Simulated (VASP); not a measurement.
Consider the following.

```yaml
crystal:
  lattice:
    - [4.75807, 0.00000, 0.00000]
    - [0.00000, 4.75807, 0.00000]
    - [0.00000, 0.00000, 3.22519]
  atoms:
    - { symbol: Mn, position: [0.00000, 0.00000, 0.00000] }
    - { symbol: Mn, position: [0.50000, 0.50000, 0.50000] }
    - { symbol: F, position: [0.30225, 0.30225, 0.00000] }
    - { symbol: F, position: [0.80225, 0.19775, 0.50000] }
    - { symbol: F, position: [0.19775, 0.80225, 0.50000] }
    - { symbol: F, position: [0.69775, 0.69775, 0.00000] }
```

The numbers are results of LDA (Ceperley-Alder, Perdew-Zunger) with spin-orbit coupling, VASP's LDA PAW potentials (set 64) (plane waves; VASP 6.6.1), not measurements. Settings: 520 eV cut-off, 4×4×6 Γ-centred mesh, Gaussian smearing of 0.050 eV, potentials Mn_pv F. Starting moments (MAGMOM): 0 0 4.4 0 0 -4.4 0 0 -0.0 0 0 0.0 0 0 0.0 0 0 -0.0.

The path is coarsely sampled, so an indirect gap can come out somewhat too large.

### Question
Give the energies of bands 49 to 62 at the high-symmetry points, in eV from the valence-band maximum.

### Answer

| band | Γ | Y | C0 | Z | A0 | T | S | R |
|---|---|---|---|---|---|---|---|---|
| 49 | -1.38 | -1.29 | -1.29 | -1.28 | -1.41 | -1.41 | -1.34 | -1.43 |
| 50 | -1.38 | -1.29 | -1.29 | -1.28 | -1.41 | -1.41 | -1.34 | -1.43 |
| 51 | -0.43 | -0.59 | -0.59 | -0.53 | -0.56 | -0.56 | -0.05 | -0.66 |
| 52 | -0.43 | -0.59 | -0.59 | -0.53 | -0.56 | -0.56 | -0.05 | -0.66 |
| 53 | -0.16 | -0.15 | -0.15 | -0.21 | -0.03 | -0.03 | -0.04 | -0.04 |
| 54 | -0.16 | -0.15 | -0.15 | -0.21 | -0.03 | -0.03 | -0.04 | -0.02 |
| 55 | 1.62 | 1.88 | 1.88 | 2.09 | 2.04 | 2.04 | 1.75 | 2.06 |
| 56 | 1.62 | 1.88 | 1.88 | 2.09 | 2.04 | 2.04 | 1.75 | 2.07 |
| 57 | 1.90 | 2.35 | 2.35 | 2.15 | 2.11 | 2.11 | 2.28 | 2.15 |
| 58 | 1.90 | 2.35 | 2.35 | 2.15 | 2.11 | 2.11 | 2.28 | 2.15 |
| 59 | 2.38 | 2.38 | 2.38 | 2.25 | 2.33 | 2.33 | 2.33 | 2.32 |
| 60 | 2.38 | 2.38 | 2.38 | 2.25 | 2.33 | 2.33 | 2.33 | 2.33 |
| 61 | 2.40 | 2.83 | 2.83 | 3.16 | 3.07 | 3.07 | 3.35 | 3.18 |
| 62 | 2.40 | 2.83 | 2.83 | 3.16 | 3.07 | 3.07 | 3.35 | 3.18 |

The gap is indirect, 1.62 eV, from the valence maximum at Z-A0 at 0.75 to the conduction minimum at Γ.

The compound is MnF2 in the rutile structure. It was relaxed first, which changed the volume by -7 %.
